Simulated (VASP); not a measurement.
# TiC (Khamrabaevite): cell size against the level of theory, part 2 of 3

How close do the usual functionals, with and without dispersion, come to the cell of TiC (Khamrabaevite)? LASPH is on for some levels and off for others; the table marks which. The start is a cell from a database of measured crystal structures.

VASP 6.6.1, plane waves and PAW; the level of theory is named at each step.

Still holding for the runs below: The k-mesh is coarse for a metal.

So far. Step 2 (Relaxation with PBE): It ends with forces that vanish by symmetry and a pressure of 0.00 GPa. The volume lies +0.4 % from that of the database's start. The conventional cell has a = 4.334 Å.

## (3) Relaxation with LDA

This step: LDA; plane waves and PAW (Ti_sv, C) (VASP 6.6.1).

LDA, the lowest rung, knows the local density alone.

INCAR reads:

```
SYSTEM = TiC
PREC = Accurate
ENCUT = 560
EDIFF = 1E-06
NELM = 100
ISMEAR = -1
SIGMA = 0.05
LREAL = .FALSE.
ALGO = Normal
GGA = CA
NBANDS = 14
LORBIT = 11
LWAVE = .FALSE.
LCHARG = .FALSE.
KPAR = 2
IBRION = 2
NSW = 60
ISIF = 3
EDIFFG = -0.01
```

POSCAR reads:

```
TiC
1.0
    0.0000000000      2.1640000000      2.1640000000
    2.1640000000      0.0000000000      2.1640000000
    2.1640000000      2.1640000000      0.0000000000
Ti C
1 1
Direct
    0.0000000000      0.0000000000      0.0000000000
    0.5000000000      0.5000000000      0.5000000000
```

KPOINTS reads:

```
Automatic mesh
0
Gamma
9 9 9
0 0 0
```

The projector-augmented-wave data sets are Ti_sv and C (PBE family, release 64).

The run is started by

```bash
$ mpirun -np 2 vasp_std
```

Log:

```text
[banner, memory and clock lines left out]
running    2 mpi-ranks, on    1 nodes
 distrk:  each k-point on    1 cores,    2 groups
 distr:  one band on    1 cores,    1 groups

 POSCAR found type information on POSCAR TiC
 POSCAR found :  2 types and       2 ions
|                                                                             |
|               ----> ADVICE to this user running VASP <----                  |
|                                                                             |
|     You enforced a specific xc type in the INCAR file but a different       |
|     [... a line on the potential file left out ...]
|     I HOPE YOU KNOW WHAT YOU ARE DOING!                                     |
|                                                                             |

 LDA part: xc-table for (Slater(with rela. corr.)+CA(PZ))
 , standard interpolation
 POSCAR, INCAR and KPOINTS ok, starting setup
 FFT: planning ... GRIDC
 FFT: planning ... GRID_SOFT
 FFT: planning ... GRID
 WAVECAR not read
 entering main loop
       N       E                     dE             d eps       ncg     rms          rms(c)
DAV:   1     0.120358885706E+03    0.12036E+03   -0.85603E+03   996   0.145E+03
DAV:   2    -0.169031737940E+02   -0.13726E+03   -0.12808E+03  1034   0.353E+02
DAV:   3    -0.257066114868E+02   -0.88034E+01   -0.85137E+01  1316   0.858E+01
DAV:   4    -0.261110780314E+02   -0.40447E+00   -0.40422E+00  1188   0.161E+01
DAV:   5    -0.261205282259E+02   -0.94502E-02   -0.94498E-02  1312   0.228E+00    0.187E+01
DAV:   6    -0.213043733941E+02    0.48162E+01   -0.13644E+01  1368   0.613E+01    0.716E+00
DAV:   7    -0.206152142022E+02    0.68916E+00   -0.24586E+00  1184   0.234E+01    0.525E+00
DAV:   8    -0.205870311674E+02    0.28183E-01   -0.11657E-01  1094   0.354E+00    0.395E+00
DAV:   9    -0.205537281643E+02    0.33303E-01   -0.14861E-01  1202   0.530E+00    0.738E-01
DAV:  10    -0.205532344437E+02    0.49372E-03   -0.15509E-02  1222   0.139E+00    0.738E-01
DAV:  11    -0.205501950910E+02    0.30394E-02   -0.48300E-03  1070   0.102E+00    0.368E-01
DAV:  12    -0.205497312584E+02    0.46383E-03   -0.94296E-04  1260   0.472E-01    0.686E-02
DAV:  13    -0.205497054612E+02    0.25797E-04   -0.11587E-04  1166   0.115E-01    0.211E-02
DAV:  14    -0.205497017908E+02    0.36704E-05   -0.90914E-06  1396   0.435E-02    0.311E-03
DAV:  15    -0.205497017253E+02    0.65485E-07   -0.31906E-07   634   0.631E-03
   1 F= -.20549702E+02 E0= -.20548298E+02  d E =-.205497E+02
 curvature:   0.00 expect dE= 0.000E+00 dE for cont linesearch  0.000E+00
 trial: gam= 0.00000 g(F)=  0.147E-62 g(S)=  0.145E+00 ort = 0.000E+00 (trialstep = 0.100E+01)
 search vector abs. value=  0.145E+00
 bond charge predicted
       N       E                     dE             d eps       ncg     rms          rms(c)
DAV:   1    -0.222523493286E+02   -0.17026E+01   -0.37592E+01  1184   0.888E+01    0.130E+01
DAV:   2    -0.207136622080E+02    0.15387E+01   -0.40099E+00  1272   0.369E+01    0.347E+00
DAV:   3    -0.204880881573E+02    0.22557E+00   -0.46891E-01  1258   0.725E+00    0.173E+00
DAV:   4    -0.204810001697E+02    0.70880E-02   -0.42278E-01  1294   0.675E+00    0.110E+00
DAV:   5    -0.205021631233E+02   -0.21163E-01   -0.33709E-02  1106   0.251E+00    0.183E-01
DAV:   6    -0.205130173685E+02   -0.10854E-01   -0.15010E-02  1532   0.591E-01    0.169E-01
DAV:   7    -0.205170936183E+02   -0.40762E-02   -0.54414E-03  1172   0.699E-01    0.331E-01
DAV:   8    -0.205162192101E+02    0.87441E-03   -0.34861E-03  1214   0.778E-01    0.271E-02
DAV:   9    -0.205163141806E+02   -0.94970E-04   -0.32022E-04  1142   0.135E-01    0.124E-02
DAV:  10    -0.205163541625E+02   -0.39982E-04   -0.87326E-05  1570   0.556E-02    0.817E-03
DAV:  11    -0.205163547234E+02   -0.56098E-06   -0.11410E-05  1370   0.268E-02    0.324E-03
DAV:  12    -0.205163547442E+02   -0.20726E-07   -0.10116E-06   848   0.946E-03
   2 F= -.20516355E+02 E0= -.20515032E+02  d E =0.333470E-01
 trial-energy change:    0.033347  1 .order    0.038505   -0.145257    0.222266
 step:   0.4157(harm=  0.3952)  dis= 0.00000  next Energy=   -20.580263 (dE=-0.306E-01)
 bond charge predicted
       N       E                     dE             d eps       ncg     rms          rms(c)
DAV:   1    -0.212604248113E+02   -0.74407E+00   -0.13470E+01  1154   0.572E+01    0.881E+00
DAV:   2    -0.207400795459E+02    0.52035E+00   -0.26239E+00  1212   0.275E+01    0.284E+00
DAV:   3    -0.205560831603E+02    0.18400E+00   -0.34438E-01  1332   0.823E+00    0.935E-01
DAV:   4    -0.205629773633E+02   -0.68942E-02   -0.13908E-01  1292   0.340E+00    0.543E-01
DAV:   5    -0.205730978653E+02   -0.10121E-01   -0.93669E-03  1370   0.715E-01    0.350E-01
DAV:   6    -0.205801379423E+02   -0.70401E-02   -0.97544E-03  1484   0.628E-01    0.157E-01
DAV:   7    -0.205807769556E+02   -0.63901E-03   -0.20185E-03  1252   0.299E-01    0.868E-02
DAV:   8    -0.205809172151E+02   -0.14026E-03   -0.33948E-04  1234   0.185E-01    0.233E-02
DAV:   9    -0.205809148313E+02    0.23838E-05   -0.29905E-05  1066   0.477E-02    0.126E-02
DAV:  10    -0.205809148186E+02    0.12651E-07   -0.35672E-06  1338   0.103E-02
   3 F= -.20580915E+02 E0= -.20579511E+02  d E =-.312131E-01
 curvature:  -0.20 expect dE=-0.352E-05 dE for cont linesearch -0.352E-05
 trial: gam=-0.01095 g(F)=  0.908E-63 g(S)=  0.178E-04 ort = 0.161E-02 (trialstep = 0.883E+00)
 search vector abs. value=  0.228E-08
 reached required accuracy - stopping structural energy minimisation
```

Elapsed: 5.6 s, on 2 MPI ranks of Intel Xeon 6975P-C (Granite Rapids), shared host; peak memory 0.25 GiB.

From OUTCAR (step 3):

```text
The static configuration has the point symmetry O_h .

 Found     35 irreducible k-points:

   NELECT =      16.0000    total number of electrons

 E-fermi :   9.6367

 k-point     1 :       0.0000    0.0000    0.0000
  band No.  band energies     occupation
      1     -46.1058      2.00000
      2     -22.4781      2.00000
      3     -22.4781      2.00000
      4     -22.4781      2.00000
      5      -2.7545      2.00000
      6      10.2877      0.00000
      7      10.2877      0.00000
      8      10.2877      0.00000
      9      11.3988      0.00000
     10      11.3988      0.00000
    ...

 k-point     2 :       0.1111    0.0000    0.0000
  band No.  band energies     occupation
    ...
      4     -22.4849      2.00000
      5      -2.4600      2.00000
      6       9.1782      1.99979
      7       9.5149      1.83894
      8       9.5149      1.83894
      9      10.7021      0.00000
     10      10.7021      0.00000
     11      11.9186      0.00000
     12      13.3492      0.00000
     13      13.3492      0.00000
    ...

  Total       -0.0156877     -0.0156877     -0.0156877      0.0000000      0.0000000      0.0000000
  in kB       -1.2945244     -1.2945244     -1.2945244      0.0000000      0.0000000      0.0000000
  external PRESSURE =      -1.2945244 kB  Pullay stress =       0.0000000 kB

  energy-cutoff  :      560.00
  volume of cell :       19.42
      direct lattice vectors                 reciprocal lattice vectors
     0.000000000  2.133258219  2.133258219    -0.234383253  0.234383253  0.234383253
     2.133258219  0.000000000  2.133258219     0.234383253 -0.234383253  0.234383253
     2.133258219  2.133258219  0.000000000     0.234383253  0.234383253 -0.234383253

 POSITION                                       TOTAL-FORCE (eV/Angst)
 -----------------------------------------------------------------------------------
      0.00000      0.00000      0.00000         0.000000      0.000000      0.000000
      2.13326      2.13326      2.13326        -0.000000     -0.000000     -0.000000
 -----------------------------------------------------------------------------------
    total drift:                                0.000000     -0.000000     -0.000000

  FREE ENERGIE OF THE ION-ELECTRON SYSTEM (eV)
  ---------------------------------------------------
  free  energy   TOTEN  =       -20.5809148186 eV

  energy  without entropy=      -20.5781069464  energy(sigma->0) =      -20.57951088

 total charge
# of ion       s       p       d       tot
------------------------------------------
    1        2.211   6.275   2.044  10.531
    2        0.883   1.524   0.000   2.407
--------------------------------------------------
tot          3.094   7.799   2.044  12.938

[... 8 parts as in an earlier step ...]

[... 5 further parts left out ...]
```

The PAW data sets were made with PBE, though LDA sets exist; this is a small mismatch.

Relaxation path:

| step | energy less that of the first step (eV) | largest force (eV/Å) | pressure (GPa) | volume (Å³) |
| --- | --- | --- | --- | --- |
| 1 | 0.0000 | 0.0000 | -11.20 | 20.27 |
| 2 | 0.0333 | 0.0000 | 19.02 | 18.26 |
| 3 | -0.0312 | 0.0000 | -0.13 | 19.42 |

| conventional cell, symmetrised | before | after | change |
| --- | --- | --- | --- |
| a (Å) | 4.328 | 4.267 | -1.4 % |
| b (Å) | 4.328 | 4.267 | -1.4 % |
| c (Å) | 4.328 | 4.267 | -1.4 % |
| volume (Å³/atom) | 10.13 | 9.71 | -4.2 % |

Final coordinates:

```cif
data_structure
_symmetry_space_group_name_H-M 'P 1'
_symmetry_Int_Tables_number 1
_cell_length_a 3.0169
_cell_length_b 3.0169
_cell_length_c 3.0169
_cell_angle_alpha 60.000
_cell_angle_beta 60.000
_cell_angle_gamma 60.000
_cell_volume 19.42
loop_
_atom_site_label
_atom_site_type_symbol
_atom_site_fract_x
_atom_site_fract_y
_atom_site_fract_z
_atom_site_occupancy
Ti1 Ti 0.00000 0.00000 0.00000 1
C2 C 0.50000 0.50000 0.50000 1
```

This step gave:

| Quantity | Value |
| --- | --- |
| free energy (TOTEN) | -20.58 eV |
| energy at zero smearing | -20.58 eV |
| Fermi energy | 9.637 eV |
| pressure | -0.1295 GPa |
| SCF cycles over all ionic steps | 37 |

It ends at 9.708 Å³/atom, -4.2 % from the start, with -0.13 GPa left. The conventional cell has a = 4.267 Å.

## (4) Relaxation with r2SCAN

This step: r2SCAN; plane waves and PAW (Ti_sv, C) (VASP 6.6.1).

r2SCAN adds the kinetic-energy density, costs more than a GGA and is run with LASPH.

INCAR: that of step 3 with these lines changed.

```diff
@@ -9,3 +9,4 @@
 ALGO = Normal
-GGA = CA
+METAGGA = R2SCAN
+LASPH = .TRUE.
 NBANDS = 14
```

POSCAR is that of step 3.

KPOINTS is that of step 3.

The run is started by

```bash
$ mpirun -np 2 vasp_std
```

Log:

```text
[banner, memory and clock lines left out]
running    2 mpi-ranks, on    1 nodes
[...]
[... a notice as in an earlier step ...]

 LDA part: xc-table for (None), standard interpolation
 POSCAR, INCAR and KPOINTS ok, starting setup
[...]
entering main loop
       N       E                     dE             d eps       ncg     rms          rms(c)
DAV:   1     0.118570843321E+03    0.11857E+03   -0.87445E+03   996   0.148E+03
DAV:   2    -0.241629259018E+02   -0.14273E+03   -0.13339E+03  1040   0.366E+02
DAV:   3    -0.334525757225E+02   -0.92896E+01   -0.89918E+01  1342   0.898E+01
DAV:   4    -0.339236027288E+02   -0.47103E+00   -0.47068E+00  1176   0.173E+01
[...]
DAV:  13    -0.248698040623E+02   -0.47685E-05   -0.10247E-05  1130   0.363E-02    0.907E-03
DAV:  14    -0.248698053765E+02   -0.13141E-05   -0.13956E-06  1070   0.126E-02    0.379E-03
DAV:  15    -0.248698050445E+02    0.33199E-06   -0.23361E-07   610   0.827E-03
   1 F= -.24869805E+02 E0= -.24868981E+02  d E =-.248698E+02
[...]
2 F= -.24869582E+02 E0= -.24868759E+02  d E =0.223524E-03
 trial-energy change:    0.000224  1 .order    0.000195   -0.001000    0.001390
 step:   0.4012(harm=  0.4185)  dis= 0.00000  next Energy=   -24.870004 (dE=-0.199E-03)
[...]
N       E                     dE             d eps       ncg     rms          rms(c)
DAV:   1    -0.248741192780E+02   -0.45385E-02   -0.86760E-02  1106   0.458E+00    0.631E-01
DAV:   2    -0.248705799954E+02    0.35393E-02   -0.11355E-02  1180   0.195E+00    0.183E-01
DAV:   3    -0.248698849687E+02    0.69503E-03   -0.12582E-03  1244   0.439E-01    0.758E-02
DAV:   4    -0.248699045653E+02   -0.19597E-04   -0.86471E-04  1310   0.274E-01    0.413E-02
DAV:   5    -0.248699653559E+02   -0.60791E-04   -0.58252E-05  1088   0.709E-02    0.129E-02
DAV:   6    -0.248699933762E+02   -0.28020E-04   -0.45756E-05  1438   0.319E-02    0.920E-03
DAV:   7    -0.248699864386E+02    0.69376E-05   -0.32727E-06  1154   0.188E-02    0.128E-02
DAV:   9    -0.248700023429E+02   -0.13467E-05   -0.20825E-06  1090   0.121E-02    0.200E-03
DAV:  10    -0.248700018375E+02    0.50546E-06   -0.98492E-08   538   0.333E-03
   3 F= -.24870002E+02 E0= -.24869179E+02  d E =-.196793E-03
[...]
reached required accuracy - stopping structural energy minimisation
```

It took 24 s on 2 MPI ranks; peak memory 0.28 GiB; 46 s of CPU time.

Parts of OUTCAR (step 4):

```text
  Total        0.0017489      0.0017489      0.0017489      0.0000000      0.0000000      0.0000000
  in kB        0.1377789      0.1377789      0.1377789      0.0000000      0.0000000      0.0000000
  external PRESSURE =       0.1377789 kB  Pullay stress =       0.0000000 kB

 POSITION                                       TOTAL-FORCE (eV/Angst)
 -----------------------------------------------------------------------------------
      0.00000      0.00000      0.00000        -0.000000     -0.000000     -0.000000
      2.16646      2.16646      2.16646         0.000000      0.000000      0.000000
 -----------------------------------------------------------------------------------
    total drift:                                0.000000     -0.000000     -0.000000

  FREE ENERGIE OF THE ION-ELECTRON SYSTEM (eV)
  ---------------------------------------------------
  free  energy   TOTEN  =       -24.8700018375 eV

  energy  without entropy=      -24.8683555466  energy(sigma->0) =      -24.86917869

[... 2 parts as in an earlier step ...]

[... 2 further parts left out ...]
[key lines of the parts left out:]
E-fermi :   9.4050
```

The PAW data sets were made with PBE, which is usual practice but a small mismatch for other functionals.

Relaxation path:

| step | energy less that of the first step (eV) | largest force (eV/Å) | pressure (GPa) | volume (Å³) |
| --- | --- | --- | --- | --- |
| 1 | 0.0000 | 0.0000 | 0.93 | 20.27 |
| 2 | 0.0002 | 0.0000 | -1.28 | 20.44 |
| 3 | -0.0002 | 0.0000 | 0.01 | 20.34 |

| conventional cell, symmetrised | before | after | change |
| --- | --- | --- | --- |
| a (Å) | 4.328 | 4.333 | +0.1 % |
| b (Å) | 4.328 | 4.333 | +0.1 % |
| c (Å) | 4.328 | 4.333 | +0.1 % |
| volume (Å³/atom) | 10.13 | 10.17 | +0.3 % |

Final coordinates:

```cif
data_structure
_symmetry_space_group_name_H-M 'P 1'
_symmetry_Int_Tables_number 1
_cell_length_a 3.0638
_cell_length_b 3.0638
_cell_length_c 3.0638
_cell_angle_alpha 60.000
_cell_angle_beta 60.000
_cell_angle_gamma 60.000
_cell_volume 20.34
loop_
_atom_site_label
_atom_site_type_symbol
_atom_site_fract_x
_atom_site_fract_y
_atom_site_fract_z
_atom_site_occupancy
Ti1 Ti 0.00000 0.00000 0.00000 1
C2 C 0.50000 0.50000 0.50000 1
```

It ends at 10.17 Å³/atom, +0.3 % from the start, with 0.01 GPa left. The conventional cell has a = 4.333 Å.

(Continued in part 3 of 3.)

[Lines on the potential files, build, host, timing and source positions are cut from VASP's logs without a mark.]

[Logs are printed without paths, hosts, clocks, repeated set-up lines and the standing remarks that a program may print on its own settings, such as how far it seeks lower states.]

[Hosts, paths, dates, database ids (printed as entryN), source tags and the programs' standing remarks are cut or masked in the printed files.]

[A measured line is paired with the nearest computed mode of its activity, which favours agreement.]
